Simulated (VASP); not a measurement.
Computed with PBEsol GGA, VASP's PBE PAW potentials (set 64) (plane waves; VASP 6.6.1).

Input for VASP

**POSCAR**
```
Nb
1
   -1.5679148461     1.6332446314     1.5679148461
    1.5679148461    -1.6332446314     1.5679148461
    1.5679148461     1.6332446314    -1.5679148461
Nb
1
Direct
  0.0000000000   0.0000000000   0.0000000000
```

### INCAR
```
ALGO=Normal
EDIFF=1E-7
ENCUT=480
GGA=PS
ISIF=2
ISMEAR=1
LASPH=.TRUE.
LCHARG=.FALSE.
LMAXMIX=4
LREAL=.FALSE.
LWAVE=.FALSE.
NELM=100
PREC=Accurate
SIGMA=0.1
SYSTEM=Nb
```

KPOINTS:
```
Automatic mesh
0
Gamma
14 14 14
0 0 0
```

POTCAR, in this order: Nb_sv (PBE.64 set). Program: vasp_std.

Output

**OSZICAR**
```
       N       E                     dE             d eps       ncg     rms          rms(c)
DAV:   1     0.110209675719E+03    0.11021E+03   -0.72765E+03  4920   0.124E+03
DAV:   2    -0.642964786948E+01   -0.11664E+03   -0.11377E+03  5290   0.436E+02
DAV:   3    -0.109914221946E+02   -0.45618E+01   -0.43245E+01  7130   0.731E+01
DAV:   4    -0.112350988373E+02   -0.24368E+00   -0.24184E+00  6828   0.151E+01
DAV:   5    -0.112433696696E+02   -0.82708E-02   -0.82637E-02  7246   0.235E+00    0.885E+00
DAV:   6    -0.108972122388E+02    0.34616E+00   -0.67241E-01  7570   0.111E+01    0.328E+00
DAV:   7    -0.108571447492E+02    0.40067E-01   -0.21921E-01  7616   0.625E+00    0.934E-01
DAV:   8    -0.108625324627E+02   -0.53877E-02   -0.13799E-02  5648   0.178E+00    0.409E-02
DAV:   9    -0.108625916060E+02   -0.59143E-04   -0.11012E-03  8144   0.322E-01    0.500E-02
DAV:  10    -0.108626071907E+02   -0.15585E-04   -0.21283E-05  5892   0.638E-02    0.253E-02
DAV:  11    -0.108625995115E+02    0.76792E-05   -0.91214E-06  5504   0.622E-02    0.358E-03
DAV:  12    -0.108625995518E+02   -0.40319E-07   -0.18473E-07  4714   0.535E-03
   1 F= -.10862600E+02 E0= -.10862644E+02  d E =0.133619E-03
```

File OUTCAR:
```
------------------------ aborting loop because EDIFF is reached ----------------------------------------
  FORCE on cell =-STRESS in cart. coord.  units (eV):
  Direction    XX          YY          ZZ          XY          YZ          ZX
  --------------------------------------------------------------------------------------
  Total        2.0078934      1.3112709      2.0078934      0.0000000     -0.0000000      0.0000000
  in kB      200.3065064    130.8117765    200.3065064      0.0000000     -0.0000000      0.0000000
  external PRESSURE =     177.1415964 kB  Pullay stress =       0.0000000 kB
  volume of cell :       16.06
      direct lattice vectors                 reciprocal lattice vectors
    -1.567914846  1.633244631  1.567914846     0.000000000  0.306139075  0.318894869
     1.567914846 -1.633244631  1.567914846     0.318894869  0.000000000  0.318894869
     1.567914846  1.633244631 -1.567914846     0.318894869  0.306139075  0.000000000
 POSITION                                       TOTAL-FORCE (eV/Angst)
 -----------------------------------------------------------------------------------
      0.00000      0.00000      0.00000        -0.000000      0.000000     -0.000000
 -----------------------------------------------------------------------------------
    total drift:                                0.000000     -0.000000     -0.000000
  FREE ENERGIE OF THE ION-ELECTRON SYSTEM (eV)
  ---------------------------------------------------
  free  energy   TOTEN  =       -10.8625995518 eV

  energy  without entropy=      -10.8627331704  energy(sigma->0) =      -10.86264409
```
(Selected blocks of OUTCAR.)

The compound is Nb in the bcc structure. This cell was strained or had an atom moved on purpose.
